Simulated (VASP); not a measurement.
Given:

```yaml
crystal:
  lattice:
    - [4.11133, 0.00000, 0.00000]
    - [-2.05567, 3.56052, 0.00000]
    - [0.00000, 0.00000, 27.91388]
  atoms:
    - { symbol: Bi, position: [0.33333, 0.66667, 0.26538] }
    - { symbol: Bi, position: [0.33333, 0.66667, 0.06795] }
    - { symbol: Bi, position: [0.00000, 0.00000, 0.59871] }
    - { symbol: Bi, position: [0.00000, 0.00000, 0.40129] }
    - { symbol: Bi, position: [0.66667, 0.33333, 0.93205] }
    - { symbol: Bi, position: [0.66667, 0.33333, 0.73462] }
    - { symbol: Se, position: [0.00000, 0.00000, 0.00000] }
    - { symbol: Se, position: [0.66667, 0.33333, 0.12400] }
    - { symbol: Se, position: [0.00000, 0.00000, 0.20933] }
    - { symbol: Se, position: [0.66667, 0.33333, 0.33333] }
    - { symbol: Se, position: [0.33333, 0.66667, 0.45733] }
    - { symbol: Se, position: [0.66667, 0.33333, 0.54267] }
    - { symbol: Se, position: [0.33333, 0.66667, 0.66667] }
    - { symbol: Se, position: [0.00000, 0.00000, 0.79067] }
    - { symbol: Se, position: [0.33333, 0.66667, 0.87600] }
```

Method: LDA (Ceperley-Alder, Perdew-Zunger), VASP's LDA PAW potentials (set 64) (plane waves; VASP 6.6.1). Run with LREAL = Auto, 480 eV cut-off, 8×8×1 Γ-centred mesh, first-order Methfessel-Paxton smearing of 0.10 eV, potentials Bi_d Se.

Unless said otherwise, spin-orbit coupling is left out, though it shifts the bands of the heavy elements here.

What does the run give for the energy per atom (σ→0), band gap (on the k-mesh) with the smallest direct gap where there is one?

| Quantity | Value |
|---|---|
| band gap (on the k-mesh) | 0.04 eV |
| smallest direct gap (on the k-mesh) | 0.04 eV |
| energy per atom (σ→0) | -4.687 eV/atom |

Total energies compare only between runs with the same potentials, cut-off and functional.

The compound is Bi2Se3 in the tetradymite structure. It was relaxed first. The start is the result of an earlier pass.
